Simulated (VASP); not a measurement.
Output of a VASP run:

**OSZICAR**
```
       N       E                     dE             d eps       ncg     rms          rms(c)
DAV:   1    -0.977055354875E+01   -0.97706E+01   -0.75904E+03   234   0.132E+03
DAV:   2    -0.112857366335E+03   -0.10309E+03   -0.95126E+02   242   0.348E+02
DAV:   3    -0.117248221330E+03   -0.43909E+01   -0.43811E+01   259   0.743E+01
DAV:   4    -0.117288229654E+03   -0.40008E-01   -0.40006E-01   238   0.745E+00
DAV:   5    -0.119486040501E+02    0.10534E+03   -0.67105E-01   244   0.175E+01    0.575E+00
DAV:   6    -0.107813402967E+02    0.11673E+01   -0.35197E+00   256   0.182E+01    0.181E+00
DAV:   7    -0.108789519010E+02   -0.97612E-01   -0.40129E-01   232   0.717E+00    0.175E+00
DAV:   8    -0.108644882311E+02    0.14464E-01   -0.16115E-02   256   0.186E+00    0.941E-01
DAV:   9    -0.108604294853E+02    0.40587E-02   -0.15768E-02   238   0.136E+00    0.408E-01
DAV:  10    -0.108603044322E+02    0.12505E-03   -0.10441E-03   247   0.752E-01    0.231E-01
DAV:  11    -0.108602268369E+02    0.77595E-04   -0.46585E-04   238   0.581E-01    0.148E-01
DAV:  12    -0.108603311090E+02   -0.10427E-03   -0.21459E-04   238   0.326E-01    0.963E-02
DAV:  13    -0.108604139333E+02   -0.82824E-04   -0.86273E-05   232   0.169E-01    0.598E-02
DAV:  14    -0.108604611144E+02   -0.47181E-04   -0.29220E-05   232   0.103E-01    0.361E-02
DAV:  15    -0.108604859733E+02   -0.24859E-04   -0.12054E-05   232   0.689E-02    0.221E-02
DAV:  16    -0.108604984857E+02   -0.12512E-04   -0.52631E-06   235   0.451E-02    0.139E-02
DAV:  17    -0.108605046045E+02   -0.61188E-05   -0.24629E-06   232   0.284E-02    0.883E-03
DAV:  18    -0.108605075246E+02   -0.29201E-05   -0.10247E-06   232   0.180E-02    0.563E-03
DAV:  19    -0.108605088856E+02   -0.13610E-05   -0.43025E-07   238   0.113E-02    0.359E-03
DAV:  20    -0.108605095183E+02   -0.63273E-06   -0.19372E-07   229   0.722E-03
   1 F= -.10860510E+02 E0= -.10860510E+02  d E =-.517712E-10
```

**OUTCAR**
```
------------------------ aborting loop because EDIFF is reached ----------------------------------------
  FORCE on cell =-STRESS in cart. coord.  units (eV):
  Direction    XX          YY          ZZ          XY          YZ          ZX
  --------------------------------------------------------------------------------------
  Total       -0.7614214     -0.7614214     -0.7614214      0.0000000      0.0000000      0.0000000
  in kB      -50.8070310    -50.8070310    -50.8070310      0.0000000      0.0000000      0.0000000
  external PRESSURE =     -50.8070310 kB  Pullay stress =       0.0000000 kB
  volume of cell :       24.01
      direct lattice vectors                 reciprocal lattice vectors
     0.000000000  2.289781000  2.289781000    -0.218361494  0.218361494  0.218361494
     2.289781000  0.000000000  2.289781000     0.218361494 -0.218361494  0.218361494
     2.289781000  2.289781000  0.000000000     0.218361494  0.218361494 -0.218361494
  FREE ENERGIE OF THE ION-ELECTRON SYSTEM (eV)
  ---------------------------------------------------
  free  energy   TOTEN  =       -10.8605095183 eV

  energy  without entropy=      -10.8605095183  energy(sigma->0) =      -10.86050952

  exchange ACFDT corr.  =         0.00000000  see jH, gK, PRB 81, 115126
```
(Selected blocks of OUTCAR.)

**POSCAR**
```
NaF
1
    0.0000000000     2.2897810000     2.2897810000
    2.2897810000     0.0000000000     2.2897810000
    2.2897810000     2.2897810000     0.0000000000
Na F
1 1
Direct
  0.0000000000   0.0000000000   0.0000000000
  0.5000000000   0.5000000000   0.5000000000
```

**Question.** Write an INCAR and KPOINTS that could have produced this output.

**Answer.** One answer among several that fit: the input of the run itself, PBE0 hybrid, plane waves, VASP's PBE PAW potentials (set 64).

### INCAR
```
# general
SYSTEM   = NaF
PREC     = Accurate
ENCUT    = 400
LREAL    = .False.
LASPH    = .True.
ISYM     = 3

# electronic loop
EDIFF    = 1E-6
NELM     = 100
ALGO     = Normal

# smearing
ISMEAR   = -1
SIGMA    = 0.05

# functional
GGA      = PE
LHFCALC  = .True.
AEXX     = 0.25
HFRCUT   = -1
PRECFOCK = Fast

# ions
ISIF     = 2

# output
LWAVE    = .False.
LCHARG   = .False.
```

### KPOINTS
```
Automatic
0
G
5 5 5
0 0 0
```

POTCAR, in this order: Na_pv F (PBE.64 set). Program: vasp_std.

At this cut-off the stress carries a Pulay error, which pulls relaxed volumes low.

The structure comes from a computed database's NaF entry; how it stands against other phases isn't given here. The cell was not relaxed at this level. The k-mesh is coarse (spacing up to 0.48 per Å, 2π included), so the numbers may not be converged in it. The run is one of a series of settings (AEXX = 0.25, HFRCUT = -1, ISYM = 3, LHFCALC = .TRUE., PRECFOCK = Fast, KPOINTS 5×5×5 Γ-centred mesh against the base run), some of them coarse on purpose.
